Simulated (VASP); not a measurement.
# Al4Te (P4/mmm) in VASP: relaxation of cell and atoms with PBE

Aim: the relaxation of cell and atoms of Al4Te with PBE.

Program: VASP 6.6.1. These are calculated values, not measurements. Logs are shortened: lines on timing, memory, paths and dates and some standing lists are left out, and cuts for length are marked.

### Step 1. The cell of the first run

It takes space group P4/mmm (No. 123, tetragonal). Conventional cell: a = 3.310 Å, b = 3.310 Å, c = 7.021 Å, α = 90.00°, β = 90.00°, γ = 90.00°. Around Al (site symmetry 4mm) lie 1 Te at 2.34 Å and 5 Al at 2.34 Å. Al (site symmetry 4mm) is surrounded by 5 Al at 2.34 Å. Te (site symmetry 4/mmm) has 2 Al at 2.34 Å as nearest neighbours.

The cell was built by a generator and needn't be a form met in nature.

### Step 2. Relaxation of cell and atoms, PBE (ordered superstructure of sc with vacancies (P4/mmm, No. 123))

INCAR

```
PREC = Accurate
ENCUT = 600
EDIFF = 1E-6
ISMEAR = 0
SIGMA = 0.1
LREAL = F
LASPH = T
NELM = 100
ALGO = Normal
ISIF = 3
LWAVE = F
LCHARG = F
GGA = PE
IBRION = 2
NSW = 90
EDIFFG = -0.04
```

KPOINTS

```
regular mesh
0
Gamma
  6 6 4
```

POSCAR

```
Al4Te
1.0
    3.3096339800      0.0000000000      0.0000000000
    0.0000000000      3.3096339800      0.0000000000
    0.0000000000      0.0000000000      7.0207938800
Al Te
4 1
Direct
    0.0000000000      0.0000000000      0.3333333300
    0.0000000000      0.0000000000      0.6666666700
    0.5000000000      0.5000000000      0.3333333300
    0.5000000000      0.5000000000      0.6666666700
    0.0000000000      0.0000000000      0.0000000000
```

Potentials or basis: VASP PAW PBE potentials, release 64 (Al, Te).

Launch:

```bash
cat potpaw_PBE.64/Al/POTCAR potpaw_PBE.64/Te/POTCAR > POTCAR
mpirun -np 1 vasp_std > vasp.out
```

OUTCAR:

```text
PREC = Accurate
   ENCUT = 600
   EDIFF = 1E-6
   ISMEAR = 0
   LREAL = F
   LASPH = T
   NELM = 100
   ISIF = 3
   GGA = PE
   IBRION = 2
   NSW = 90
   EDIFFG = -0.04

 ion  position               nearest neighbor table
   1  0.000  0.000  0.333-   5 2.34   3 2.34   3 2.34   3 2.34   3 2.34   2 2.34   4 3.31   4 3.31
                             4 3.31   4 3.31
   2  0.000  0.000  0.667-   5 2.34   4 2.34   4 2.34   4 2.34   4 2.34   1 2.34   3 3.31   3 3.31
                             3 3.31   3 3.31
   3  0.500  0.500  0.333-   1 2.34   1 2.34   1 2.34   1 2.34   4 2.34   5 3.31   5 3.31   5 3.31
                             5 3.31   2 3.31   2 3.31   2 3.31   2 3.31
   4  0.500  0.500  0.667-   2 2.34   2 2.34   2 2.34   2 2.34   3 2.34   5 3.31   5 3.31   5 3.31
                             5 3.31   1 3.31   1 3.31   1 3.31   1 3.31
   5  0.000  0.000  0.000-   1 2.34   2 2.34   3 3.31   4 3.31   3 3.31   4 3.31   3 3.31   4 3.31
                             3 3.31   4 3.31

  LATTYP: Found a simple tetragonal cell.
 ALAT       =     3.3096339800
 C/A-ratio  =     2.1213203401

  Lattice vectors:

 A1 = (   3.3096339800,   0.0000000000,   0.0000000000)
 A2 = (   0.0000000000,   3.3096339800,   0.0000000000)
 A3 = (   0.0000000000,   0.0000000000,   7.0207938800)

Analysis of symmetry for initial positions (statically):
=====================================================================
 Subroutine PRICEL returns:
 Original cell was already a primitive cell.

 Routine SETGRP: Setting up the symmetry group for a
 simple tetragonal supercell.

 Subroutine GETGRP returns: Found 16 space group operations
 (whereof 16 operations were pure point group operations)
 out of a pool of 16 trial point group operations.

The static configuration has the point symmetry D_4h.

Analysis of symmetry for dynamics (positions and initial velocities):
=====================================================================
 Subroutine PRICEL returns:
 Original cell was already a primitive cell.

 Routine SETGRP: Setting up the symmetry group for a
 simple tetragonal supercell.

 Subroutine GETGRP returns: Found 16 space group operations
 (whereof 16 operations were pure point group operations)
 out of a pool of 16 trial point group operations.

The dynamic configuration has the point symmetry D_4h.

 Subroutine INISYM returns: Found 16 space group operations
 (whereof 16 operations are pure point group operations),
 and found     1 'primitive' translations

----------------------------------------------------------------------------------------

                                     Primitive cell

  volume of cell :      76.9035

  direct lattice vectors                    reciprocal lattice vectors
     3.309633980  0.000000000  0.000000000     0.302148215  0.000000000  0.000000000
     0.000000000  3.309633980  0.000000000     0.000000000  0.302148215  0.000000000
     0.000000000  0.000000000  7.020793880     0.000000000  0.000000000  0.142434035

  length of vectors
     3.309633980  3.309633980  7.020793880     0.302148215  0.302148215  0.142434035

  position of ions in fractional coordinates (direct lattice)
     0.000000000  0.000000000  0.333333330
     0.000000000  0.000000000  0.666666670
     0.500000000  0.500000000  0.333333330
     0.500000000  0.500000000  0.666666670
     0.000000000  0.000000000  0.000000000

  ion indices of the primitive-cell ions
   primitive index   ion index
                 1           1
                 2           2
                 3           3
                 4           4
                 5           5

----------------------------------------------------------------------------------------

 KPOINTS: regular mesh

Automatic generation of k-mesh.
 Grid dimensions read from file:
 generate k-points for:    6    6    4

 Generating k-lattice:

  Cartesian coordinates                     Fractional coordinates (reciprocal lattice)
     0.050358036  0.000000000  0.000000000     0.166666667  0.000000000  0.000000000
     0.000000000  0.050358036  0.000000000     0.000000000  0.166666667  0.000000000
     0.000000000  0.000000000  0.035608509     0.000000000  0.000000000  0.250000000

  Length of vectors
     0.050358036  0.050358036  0.035608509

  Shift w.r.t. Gamma in fractional coordinates (k-lattice)
     0.000000000  0.000000000  0.000000000

 Subroutine IBZKPT returns following result:
 ===========================================

 Found     30 irreducible k-points:

 Following reciprocal coordinates:
            Coordinates               Weight
  0.000000  0.000000  0.000000      1.000000
  0.166667  0.000000  0.000000      4.000000
  0.333333  0.000000  0.000000      4.000000
  0.500000  0.000000  0.000000      2.000000
  0.166667  0.166667  0.000000      4.000000
  0.333333  0.166667  0.000000      8.000000
[... 16 lines left out ...]
  0.333333  0.000000  0.500000      4.000000
  0.500000  0.000000  0.500000      2.000000
 [... further k-points ...]
   k-points           NKPTS =     30   k-points in BZ     NKDIM =     30   number of bands    NBANDS=     13
   number of dos      NEDOS =    301   number of ions     NIONS =      5
   total plane-waves  NPLWV =  43904
   dimension x,y,z NGX =    28 NGY =   28 NGZ =   56
   dimension x,y,z NGXF=    56 NGYF=   56 NGZF=  112
   ions per type =               4   1
   NGX,Y,Z   is equivalent  to a cutoff of  14.06, 14.06, 13.26 a.u.
   NGXF,Y,Z  is equivalent  to a cutoff of  28.13, 28.13, 26.52 a.u.
 SYSTEM =  unknown system
   PREC   = accura    normal or accurate (medium, high low for compatibility)
   ISTART =      0    job   : 0-new  1-cont  2-samecut
   ICHARG =      2    charge: 1-file 2-atom 10-const
   ISPIN  =      1    spin polarized calculation?
   LNONCOLLINEAR =      F non collinear calculations
   LSORBIT =      F    spin-orbit coupling
   LASPH  =      T    aspherical Exc in radial PAW
   ENCUT  =  600.0 eV  44.10 Ry    6.64 a.u.   6.61  6.61 14.02*2*pi/ulx,y,z
   NELM   =    100;   NELMIN=  2; NELMDL= -5     # of ELM steps
   EDIFF  = 0.1E-05   stopping-criterion for ELM
   LREAL  =      F    real-space projection
   EDIFFG = -.4E-01   stopping-criterion for IOM
   NSW    =     90    number of steps for IOM
   IBRION =      2    ionic relax: 0-MD 1-quasi-New 2-CG
   NFREE  =      1    steps in history (QN), initial steepest desc. (CG)
   ISIF   =      3    stress and relaxation
   ISYM   =      2    0-nonsym 1-usesym 2-fastsym
   POTIM  = 0.5000    time-step for ionic-motion
   TEBEG  =    0.0;   TEEND  =   0.0 temperature during run
   PSTRESS=    0.0 pullay stress
   NELECT =      18.0000    total number of electrons
   NUPDOWN=      -1.0000    fix difference up-down
   EMIN   =  10.00;   EMAX   =-10.00  energy-range for DOS
   EFERMI =   0.00;   METHOD = LEGACY
   ISMEAR =     0;   SIGMA  =   0.10  broadening in eV -4-tet -1-fermi 0-gaus
   EFERMI_NEDOS =   21; number of points for ismear=-14 and -15
   IALGO  =     38    algorithm
   IMIX   =      4    mixing-type and parameters
     AMIX     =   0.40;   BMIX     =  1.00
     AMIX_MAG =   1.60;   BMIX_MAG =  1.00
  volume/ion in A,a.u.               =      15.38       103.79
  Fermi-wavevector in a.u.,A,eV,Ry     =   1.008905  1.906554 13.849225  1.017889
  Thomas-Fermi vector in A             =   2.141801
   LORBIT       =      0    0 simple, 1 ext, 2 COOP (PROOUT), +10 PAW based schemes
   GGA     = PE    functional components
   LHFCALC =     F    Hartree Fock is set to
   AEXX    =    0.0000 exact exchange contribution
   IVDW    =     0    specifies the selected vdW correction
   LEPSILON=     F    determine dielectric tensor
   LRPA    =     F    only Hartree local field effects (RPA)
 conjugate gradient relaxation of ions
 non-spin polarized calculation
 Gauss-broadening in eV      SIGMA  =   0.10
  energy-cutoff  :      600.00
  volume of cell :       76.90
 maximum number of plane-waves:      2589
 NGX is ok and might be reduce to    28
   NGX = 13   NGY = 13   NGZ = 29

--------------------------------------- Ionic step        1  -------------------------------------------

 number of electron      18.0000000 magnetization

 Free energy of the ion-electron system (eV)
  ---------------------------------------------------
  ext. energy  EPLUGINS =         0.00000000
  ---------------------------------------------------
  free energy    TOTEN  =       -11.52244889 eV

  energy without entropy =      -11.50605081  energy(sigma->0) =      -11.51424985

 E-fermi :  10.2685     XC(G=0): -10.8833

 val. band max:       10.2510245170   @ k =   0.3333   0.3333   0.5000
 cond. band min:      10.3091050174   @ k =   0.5000   0.3333   0.0000
 fundamental gap:      0.0580805003
 Fermi energy:        10.2684505244

 k-point     1 :       0.0000    0.0000    0.0000
  band No.  band energies     occupation
      1      -4.1455      2.00000
      2      -0.5536      2.00000
      3       0.2185      2.00000
      4       7.7985      2.00000
      5       8.5933      2.00000
      6       9.1468      2.00000
      7       9.1468      2.00000
      8      11.6065      0.00000
      9      11.6532      0.00000
     10      11.6532      0.00000
     11      12.3944      0.00000
     12      12.3944      0.00000
[... 872 lines left out ...]
  FREE ENERGIE OF THE ION-ELECTRON SYSTEM (eV)
  ---------------------------------------------------
  free  energy   TOTEN  =       -16.3130177583 eV

  energy  without entropy=      -16.3051710296  energy(sigma->0) =      -16.30909439

[... ionic steps 4 to 34 ...]

--------------------------------------- Ionic step       35  -------------------------------------------

 number of electron      17.9999999 magnetization

------------------------ aborting loop because EDIFF is reached ----------------------------------------

  FORCE on cell =-STRESS in cart. coord.  units (eV):
  Direction    XX          YY          ZZ          XY          YZ          ZX
  --------------------------------------------------------------------------------------
  -------------------------------------------------------------------------------------
  Total        0.0437826      0.0437826      0.2008270      0.0000000      0.0000000     -0.0000000
  in kB        0.6317476      0.6317476      2.8977704      0.0000000      0.0000000     -0.0000000
  external PRESSURE =       1.3870885 kB  Pullay stress =       0.0000000 kB
[... 63 lines left out ...]
  energy  without entropy=      -16.7896934501  energy(sigma->0) =      -16.79512604

--------------------------------------- Ionic step       37  -------------------------------------------

 number of electron      17.9999999 magnetization

 Free energy of the ion-electron system (eV)
  ---------------------------------------------------
  ext. energy  EPLUGINS =         0.00000000
  ---------------------------------------------------
  free energy    TOTEN  =       -16.80210193 eV

  energy without entropy =      -16.79049184  energy(sigma->0) =      -16.79629688

 E-fermi :   6.3016     XC(G=0):  -9.4475

 val. band max:        6.2599054445   @ k =   0.3333   0.3333   0.2500
 cond. band min:       6.4771422066   @ k =   0.1667   0.0000   0.0000
 fundamental gap:      0.2172367621
 Fermi energy:         6.3015973354

 k-point     1 :       0.0000    0.0000    0.0000
  band No.  band energies     occupation
      1      -6.8210      2.00000
      2      -2.3260      2.00000
      3      -1.4326      2.00000
      4       3.5507      2.00000
      5       3.8085      2.00000
      6       4.8725      2.00000
      7       4.8725      2.00000
      8       6.8079      0.00000
      9       8.1371      0.00000
     10       8.1371      0.00000
     11       8.8243      0.00000
     12       8.8243      0.00000
[... 401 lines left out ...]
  FREE ENERGIE OF THE ION-ELECTRON SYSTEM (eV)
  ---------------------------------------------------
  free  energy   TOTEN  =       -16.8021019271 eV

  energy  without entropy=      -16.7904918377  energy(sigma->0) =      -16.79629688

 reached required accuracy - stopping structural energy minimisation
```

Wall time 7.8 min (1 thread of AMD EPYC 7R13 (Zen 3), shared host); peak memory 0.2 GiB.

What came out:

| Item | Value |
| --- | --- |
| Free energy | -16.8021 eV |
| Relaxed volume | 22.23 Å³/atom |
| Relaxed cell | a = 3.602 Å, b = 3.602 Å, c = 8.563 Å, α = 90.00°, β = 90.00°, γ = 90.00° |
| Space group after relaxing (to 0.05 Å) | P4/mmm (No. 123) |
| Energy gained by relaxing | 1055.9 meV/atom |
| Ionic steps | 37 |
| Pressure after relaxing | 0.0 GPa |
| Largest force after relaxing | 0.028 eV/Å |
| Band gap on the k mesh | none (metal or under the smearing width) |

Forces on the atoms (eV/Å):
```
Al   0.000  0.000  0.028
Al   0.000  0.000 -0.028
Al   0.000  0.000 -0.001
Al   0.000  0.000  0.001
Te   0.000  0.000  0.000
```

The path:
```csv
step,energy change (eV),largest force (eV/Å),pressure (GPa),volume (Å³)
1,0.0000,1.9892,51.80,76.90
2,-4.0706,0.4001,-6.29,146.42
3,-4.7906,0.2958,0.76,116.46
4,-4.7928,0.3141,-0.03,118.28
5,-4.8184,0.2479,-0.29,118.88
6,-4.8280,0.1649,-0.46,119.50
7,-4.8351,0.1305,0.02,118.34
8,-4.8360,0.1237,0.29,117.73
9,-4.8390,0.0920,0.07,118.21
10,-4.8394,0.0770,-0.05,118.47
11,-4.8421,0.0799,-0.14,118.60
12,-4.8492,0.0956,-0.40,118.99
13,-4.8557,0.1010,-0.84,119.75
14,-4.8565,0.1024,-0.83,119.70
15,-4.8587,0.1066,-0.79,119.55
16,-4.8633,0.1163,-0.72,119.25
17,-4.8722,0.1320,-0.58,118.65
18,-4.8821,0.1090,-0.25,117.45
19,-4.8868,0.1136,-0.21,117.21
20,-4.9010,0.1319,-0.07,116.48
21,-4.9288,0.1826,0.27,115.05
22,-4.9660,0.3414,1.16,112.21
23,-4.9782,0.3509,1.20,111.95
24,-5.0115,0.4061,1.32,111.16
25,-5.0470,0.5933,1.64,109.57
26,-5.0781,0.5203,1.42,109.82
27,-5.1546,0.3177,0.79,110.56
28,-5.2473,0.1585,-0.20,112.00
29,-5.2417,0.2781,-1.47,114.65
30,-5.2696,0.1283,-0.91,113.41
31,-5.2706,0.0960,-0.80,113.16
32,-5.2706,0.0880,-0.77,113.09
33,-5.2735,0.0934,-0.55,112.58
34,-5.2771,0.1099,-0.02,111.38
35,-5.2773,0.1160,0.14,111.04
36,-5.2781,0.0938,0.10,111.06
37,-5.2797,0.0284,0.00,111.13
```

Final structure:
```yaml
crystal:
  lattice:
    - [3.60245, 0.00000, 0.00000]
    - [0.00000, 3.60245, 0.00000]
    - [0.00000, 0.00000, 8.56319]
  atoms:
    - { symbol: Al, position: [0.00000, 0.00000, 0.34483] }
    - { symbol: Al, position: [0.00000, 0.00000, 0.65517] }
    - { symbol: Al, position: [0.50000, 0.50000, 0.21000] }
    - { symbol: Al, position: [0.50000, 0.50000, 0.79000] }
    - { symbol: Te, position: [0.00000, 0.00000, 0.00000] }
```

Caveat: the volume moved by over 15 % at a fixed basis, so the end points are rough. Spin-orbit coupling is left out, which matters for the levels of Te.
